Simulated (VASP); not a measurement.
Data:

```
CELL_PARAMETERS angstrom
      0.00000     3.05776     3.05776
      3.05776     0.00000     3.05776
      3.05776     3.05776     0.00000
ATOMIC_POSITIONS crystal
  In 0.00000 0.00000 0.00000
  As 0.25000 0.25000 0.25000
```

These are revTPSS meta-GGA, VASP's PBE PAW potentials (set 64) (plane waves; VASP) values and carry that method's errors. Run with 520 eV cut-off, 12×12×12 Γ-centred mesh, tetrahedra with Blöchl corrections, potentials In_d As.

Question: Give the energies of bands 7 to 12 at the high-symmetry points, in eV from the Fermi level.

Answer: 
```csv
band,Γ,X,U,L,W
7,-0.21,-5.69,-5.55,-5.63,-5.54
8,0.00,-2.25,-3.18,-0.95,-2.88
9,0.00,-2.25,-1.88,-0.95,-2.78
10,0.00,1.57,2.14,0.98,4.19
11,4.01,2.08,4.26,4.75,4.25
12,4.01,9.08,7.31,4.75,5.06
```

It has no gap at this level: it comes out as a metal or semimetal.

The compound is InAs in the zinc blende structure. It was relaxed first.
